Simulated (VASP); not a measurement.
# Zn15NiO16 (a cell with a defect) in VASP: notebook

One crystal, Zn15NiO16 (a cell with a defect), is run at these levels: PBEsol+U; tasks: single point, relaxation of the atoms.

Program: VASP 6.6.1. These are calculated values, not measurements. Logs are shortened: lines on timing, memory, paths and dates and some standing lists are left out, and cuts for length are marked.

### 1 The structure

The cell holds a defect, 32 atoms: a = 6.499 Å, b = 6.499 Å, c = 10.408 Å, α = 90.00°, β = 90.00°, γ = 120.00°.

### 2 Single point, PBEsol+U, collinear spin, ferromagnetic start

INCAR reads:

```
SYSTEM = Zn15NiO16
PREC = Accurate
ENCUT = 450
EDIFF = 1E-5
ISMEAR = 0
SIGMA = 0.03
LREAL = Auto
LASPH = .TRUE.
NELM = 120
ALGO = Normal
ISIF = 2
LWAVE = .FALSE.
LCHARG = .FALSE.
ISPIN = 2
MAGMOM = 3 0 0 0 0 0 0 0 0 0 0 0 0 0 0 0 0 0 0 0 0 0 0 0 0 0 0 0 0 0 0 0
LORBIT = 11
NUPDOWN = 3
LMAXMIX = 4
LDAU = .TRUE.
LDAUTYPE = 2
LDAUL = 2 -1 -1
LDAUU = 5 0 0
LDAUJ = 0 0 0
LDAUPRINT = 1
GGA = PS
NBANDS = 169
NELECT = 285.0
KPAR = 4
```

KPOINTS reads:

```
Automatic mesh
0
G
  3 3 2
  0 0 0
```

POSCAR reads:

```
Zn15NiO16
1.0
    6.4988000000      0.0000000000      0.0000000000
   -3.2494000000      5.6281258941      0.0000000000
    0.0000000000      0.0000000000     10.4076000000
Ni Zn O
1 15 16
Direct
    0.1666666667      0.3333333333      0.0000000000
    0.1666666667      0.3333333333      0.5000000000
    0.1666666667      0.8333333333      0.0000000000
    0.1666666667      0.8333333333      0.5000000000
    0.6666666667      0.3333333333      0.0000000000
    0.6666666667      0.3333333333      0.5000000000
    0.6666666667      0.8333333333      0.0000000000
    0.6666666667      0.8333333333      0.5000000000
    0.3333333333      0.1666666667      0.2500000000
    0.3333333333      0.1666666667      0.7500000000
    0.3333333333      0.6666666667      0.2500000000
    0.3333333333      0.6666666667      0.7500000000
    0.8333333333      0.1666666667      0.2500000000
    0.8333333333      0.1666666667      0.7500000000
    0.8333333333      0.6666666667      0.2500000000
    0.8333333333      0.6666666667      0.7500000000
    0.1666666667      0.3333333333      0.1910500000
    0.1666666667      0.3333333333      0.6910500000
    0.1666666667      0.8333333333      0.1910500000
    0.1666666667      0.8333333333      0.6910500000
    0.6666666667      0.3333333333      0.1910500000
    0.6666666667      0.3333333333      0.6910500000
    0.6666666667      0.8333333333      0.1910500000
    0.6666666667      0.8333333333      0.6910500000
    0.3333333333      0.1666666667      0.4410500000
    0.3333333333      0.1666666667      0.9410500000
    0.3333333333      0.6666666667      0.4410500000
    0.3333333333      0.6666666667      0.9410500000
    0.8333333333      0.1666666667      0.4410500000
    0.8333333333      0.1666666667      0.9410500000
    0.8333333333      0.6666666667      0.4410500000
    0.8333333333      0.6666666667      0.9410500000
```

Potentials or basis: VASP PAW PBE potentials, release 64 (Ni, Zn, O).

Command:

```
$ cat potpaw_PBE.64/Ni/POTCAR potpaw_PBE.64/Zn/POTCAR potpaw_PBE.64/O/POTCAR > POTCAR
$ mpirun -np 4 vasp_std > vasp.out
```

OUTCAR:

```text
SYSTEM = Zn15NiO16
   PREC = Accurate
   ENCUT = 450
   EDIFF = 1E-5
   ISMEAR = 0
   LREAL = Auto
   LASPH = .TRUE.
   NELM = 120
   ISIF = 2
   ISPIN = 2
   LORBIT = 11
   NUPDOWN = 3
   GGA = PS
   NELECT = 285.0

 ion  position               nearest neighbor table
   1  0.167  0.333  0.000-  26 1.97  28 1.97  30 1.97  17 1.99
   2  0.167  0.333  0.500-  25 1.97  27 1.97  29 1.97  18 1.99
   3  0.167  0.833  0.000-  28 1.97  26 1.97  32 1.97  19 1.99
   4  0.167  0.833  0.500-  27 1.97  25 1.97  31 1.97  20 1.99
   5  0.667  0.333  0.000-  30 1.97  32 1.97  26 1.97  21 1.99
   6  0.667  0.333  0.500-  29 1.97  31 1.97  25 1.97  22 1.99
[... 24 lines left out ...]
  31  0.833  0.667  0.441-   8 1.97   6 1.97   4 1.97  15 1.99
  32  0.833  0.667  0.941-   7 1.97   5 1.97   3 1.97  16 1.99

  LATTYP: Found a hexagonal cell.
 ALAT       =     6.4988000000
 C/A-ratio  =     1.6014648858

  Lattice vectors:

 A1 = (   6.4988000000,   0.0000000000,   0.0000000000)
 A2 = (  -3.2494000000,   5.6281258941,   0.0000000000)
 A3 = (   0.0000000000,   0.0000000000,  10.4076000000)

Analysis of symmetry for initial positions (statically):
=====================================================================
 Subroutine PRICEL returns:
 Original cell was already a primitive cell.

 Routine SETGRP: Setting up the symmetry group for a
 hexagonal supercell.

 Subroutine GETGRP returns: Found  6 space group operations
 (whereof  2 operations were pure point group operations)
 out of a pool of 24 trial point group operations.

The static configuration has the point symmetry C_1h.
 The point group associated with its full space group is C_3v.

Analysis of symmetry for dynamics (positions and initial velocities):
=====================================================================
 Subroutine PRICEL returns:
 Original cell was already a primitive cell.

 Routine SETGRP: Setting up the symmetry group for a
 hexagonal supercell.

 Subroutine GETGRP returns: Found  6 space group operations
 (whereof  2 operations were pure point group operations)
 out of a pool of 24 trial point group operations.

The dynamic configuration has the point symmetry C_1h.
 The point group associated with its full space group is C_3v.

Analysis of structural, dynamic, and magnetic symmetry:
=====================================================================
 Subroutine PRICEL returns:
 Original cell was already a primitive cell.

 Routine SETGRP: Setting up the symmetry group for a
 hexagonal supercell.

 Subroutine GETGRP returns: Found  6 space group operations
 (whereof  2 operations were pure point group operations)
 out of a pool of 24 trial point group operations.

The overall configuration has the point symmetry C_1h.
 The point group associated with its full space group is C_3v.

 Subroutine INISYM returns: Found  6 space group operations
 (whereof  2 operations are pure point group operations),
 and found     1 'primitive' translations

----------------------------------------------------------------------------------------

                                     Primitive cell

  volume of cell :     380.6690

  direct lattice vectors                    reciprocal lattice vectors
     6.498800000  0.000000000  0.000000000     0.153874561  0.088839519  0.000000000
    -3.249400000  5.628125894  0.000000000     0.000000000  0.177679039  0.000000000
     0.000000000  0.000000000 10.407600000     0.000000000  0.000000000  0.096083631

  length of vectors
     6.498800000  6.498800000 10.407600000     0.177679039  0.177679039  0.096083631

  position of ions in fractional coordinates (direct lattice)
     0.166666667  0.333333333  0.000000000
     0.166666667  0.333333333  0.500000000
[... 147 lines left out ...]
   GGA     = PS    functional components
   LHFCALC =     F    Hartree Fock is set to
   AEXX    =    0.0000 exact exchange contribution
   IVDW    =     0    specifies the selected vdW correction
   LEPSILON=     F    determine dielectric tensor
[... 43 lines left out ...]
  ---------------------------------------------------
  free energy    TOTEN  =      -157.05308523 eV

  energy without entropy =     -157.04886283  energy(sigma->0) =     -157.05097403

 E-fermi :   1.2423     XC(G=0): -11.1459

 val. band max:        1.2528003938   @ k =   0.0000   0.0000   0.0000
 cond. band min:       1.2485403433   @ k =   0.3333   0.0000   0.0000
 fundamental gap:     -0.0042600505
 Fermi energy:         1.4262083089

 spin component 1

 k-point     1 :       0.0000    0.0000    0.0000
  band No.  band energies     occupation
      1     -17.1939      1.00000
      2     -16.7815      1.00000
      3     -16.7815      1.00000
      4     -16.7298      1.00000
      5     -16.4689      1.00000
      6     -16.2515      1.00000
[... 931 lines left out ...]
    153       7.7021      0.00000
    154       7.7256      0.00000
 Fermi energy:         1.2423298585

 spin component 2

 k-point     1 :       0.0000    0.0000    0.0000
  band No.  band energies     occupation
      1     -16.9653      1.00000
      2     -16.5153      1.00000
      3     -16.4578      1.00000
      4     -16.4578      1.00000
      5     -16.3959      1.00000
      6     -16.1817      1.00000
[... 931 lines left out ...]
    153       7.7623      0.00000
    154       7.7732      0.00000
 [bands above 154 left out]

------------------------ aborting loop because EDIFF is reached ----------------------------------------

  FORCE on cell =-STRESS in cart. coord.  units (eV):
  Direction    XX          YY          ZZ          XY          YZ          ZX
  --------------------------------------------------------------------------------------
  -------------------------------------------------------------------------------------
  Total      -14.5628379    -14.5628379    -13.8133158      0.0000000      0.0000000      0.0000000
  in kB      -61.2927391    -61.2927391    -58.1381161      0.0000000      0.0000000      0.0000000
  external PRESSURE =     -60.2411981 kB  Pullay stress =       0.0000000 kB

 VOLUME and BASIS-vectors are now :
 -----------------------------------------------------------------------------
  energy-cutoff  :      450.00
  volume of cell :      380.67
      direct lattice vectors                 reciprocal lattice vectors
     6.498800000  0.000000000  0.000000000     0.153874561  0.088839519  0.000000000
    -3.249400000  5.628125894  0.000000000     0.000000000  0.177679039  0.000000000
     0.000000000  0.000000000 10.407600000     0.000000000  0.000000000  0.096083631

 POSITION                                       TOTAL-FORCE (eV/Angst)
 -----------------------------------------------------------------------------------
      0.00000      1.87604      0.00000        -0.000000     -0.000000      0.195389
      0.00000      1.87604      5.20380        -0.000000     -0.000000      0.004157
     -1.62470      4.69010      0.00000        -0.277472     -0.160199      0.324775
     -1.62470      4.69010      5.20380        -0.020835     -0.012029     -0.037021
      3.24940      1.87604      0.00000        -0.000000      0.320397      0.324775
      3.24940      1.87604      5.20380        -0.000000      0.024058     -0.037021
[... 24 lines left out ...]
      3.24940      3.75208      4.59027         0.000000     -0.000000     -0.025820
      3.24940      3.75208      9.79407         0.000000     -0.000000      0.049078
 -----------------------------------------------------------------------------------
    total drift:                                0.000007      0.000002     -0.005450

  FREE ENERGIE OF THE ION-ELECTRON SYSTEM (eV)
  ---------------------------------------------------
  free  energy   TOTEN  =      -157.0530852343 eV

  energy  without entropy=     -157.0488628317  energy(sigma->0) =     -157.05097403

 total charge

# of ion       s       p       d       tot
------------------------------------------
    1        0.391   0.439   8.090   8.920
    2        0.457   0.489   9.895  10.841
    3        0.458   0.487   9.888  10.833
    4        0.457   0.488   9.894  10.838
    5        0.458   0.487   9.888  10.833
    6        0.457   0.488   9.894  10.838
[... 24 lines left out ...]
   31        1.554   3.428   0.000   4.982
   32        1.554   3.432   0.000   4.986
--------------------------------------------------
tot         32.134  62.558 156.486 251.178

 magnetization (x)

# of ion       s       p       d       tot
------------------------------------------
    1        0.001   0.041   1.852   1.894
    2       -0.001  -0.000   0.007   0.006
    3       -0.001   0.001   0.019   0.020
    4       -0.001   0.000   0.009   0.009
    5       -0.001   0.001   0.019   0.020
    6       -0.001   0.000   0.009   0.009
[... 24 lines left out ...]
   31        0.000   0.022   0.000   0.022
   32       -0.000   0.006   0.000   0.006
--------------------------------------------------
tot          0.006   0.857   2.021   2.884
```

Wall time 6.9 min (4 MPI ranks of Intel Xeon 6975P-C (Granite Rapids), shared host); peak memory 0.81 GiB.

What came out:

| Property | Result |
| --- | --- |
| Free energy | -157.0531 eV |
| Largest force | 1.560 eV/Å |
| Net moment | 3.00 μB per cell |
| Site moments | Ni +1.89; Zn +0.01, +0.02, +0.00; O +0.15, +0.01, +0.02, +0.16 μB |
| Valence electrons inside the program's atomic spheres | Ni 8.92; Zn 10.84, 10.83, 10.85; O 4.97, 4.98, 4.99 |

Forces in eV/Å, atoms in the order of the input:
```
Ni   0.000  0.000  0.195
Zn   0.000  0.000  0.004
Zn  -0.277 -0.160  0.325
Zn  -0.021 -0.012 -0.037
Zn   0.000  0.320  0.325
Zn   0.000  0.024 -0.037
Zn   0.277 -0.160  0.325
Zn   0.021 -0.012 -0.037
Zn   0.232 -0.134  0.273
Zn  -0.004  0.002 -0.426
Zn   0.000  0.267  0.273
Zn   0.000 -0.005 -0.426
Zn  -0.232 -0.134  0.273
Zn   0.004  0.002 -0.426
Zn   0.000  0.000  0.159
Zn   0.000  0.000 -0.155
O    0.000  0.000 -1.560
O    0.000  0.000  0.222
O    0.045  0.026 -0.258
O    0.072  0.042  0.194
O    0.000 -0.052 -0.258
O    0.000 -0.084  0.194
O   -0.045  0.026 -0.258
O   -0.072  0.042  0.194
O   -0.038  0.022 -0.123
O   -0.978  0.564  0.422
O    0.000 -0.044 -0.123
O    0.000 -1.129  0.422
O    0.038  0.022 -0.123
O    0.978  0.564  0.422
O    0.000  0.000 -0.026
O    0.000  0.000  0.049
```

Eigenvalues of the final occupation matrices:
```tsv
site	spin	trace	eigenvalues
site 1 d	1	4.98	0.98 0.98 1.01 1.01 1.01
site 1 d	2	3.13	0.27 0.45 0.45 0.98 0.98
```

Caveat: the k mesh is coarse (spacing up to 0.37 Å⁻¹), so the values aren't converged; the cell is charged against a uniform background, so pressure and absolute levels hang on convention; the cutoff is under 1.25 times the usual one of these potentials, so pressure, stress and relaxed cells hold a basis-set (Pulay) error; the PAW data sets were made with another functional, which shifts forces and pressure a little; the total moment is fixed, so each spin has its own Fermi level.

(Continued in part 2 of 2.)
